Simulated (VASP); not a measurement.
## VO2 (relaxed from the rutile structure, space group P4_2/mnm): computed properties

Level of theory: PBEsol GGA, VASP's PBE PAW potentials (set 64) (plane waves; VASP 6.6.1).

```
Quantity                                                                       Value
----------------------------------  ------------------------------------------------
space group                                                           P4_2/mnm (136)
cell                                a = b = 4.541 Å, c = 2.806 Å, α = β = γ = 90.00°
volume per atom                                                        9.64 Å^3/atom
band gap (over mesh and band path)          none (metal, semimetal or under 0.01 eV)
cell moment                                                                  2.00 μB
density                                                                   4.76 g/cm³
```

```cif
data_O4V2
_chemical_formula_sum 'V2 O4'
_space_group_name_H-M_alt 'P 1'
_space_group_IT_number 1
_cell_length_a 4.54067
_cell_length_b 4.54067
_cell_length_c 2.80593
_cell_angle_alpha 90.000
_cell_angle_beta 90.000
_cell_angle_gamma 90.000
loop_
_space_group_symop_operation_xyz
  'x, y, z'
loop_
_atom_site_label
_atom_site_type_symbol
_atom_site_fract_x
_atom_site_fract_y
_atom_site_fract_z
_atom_site_occupancy
V1 V 0.00000 0.00000 0.00000 1
V2 V 0.50000 0.50000 0.50000 1
O1 O 0.29886 0.29886 0.00000 1
O2 O 0.79886 0.20114 0.50000 1
O3 O 0.20114 0.79886 0.50000 1
O4 O 0.70114 0.70114 0.00000 1
```
Starting moments (μB, in the order of the record's atoms V V O O O O): 1.0 1.0 0.0 0.0 0.0 0.0.

The moments were started parallel, and other spin orders were not tried in this run.

The structure was generated: VO2 was put into the rutile type (P4_2/mnm), which need not be its known phase. It was relaxed first. Symmetry was kept, so distortions that lower it aren't found.
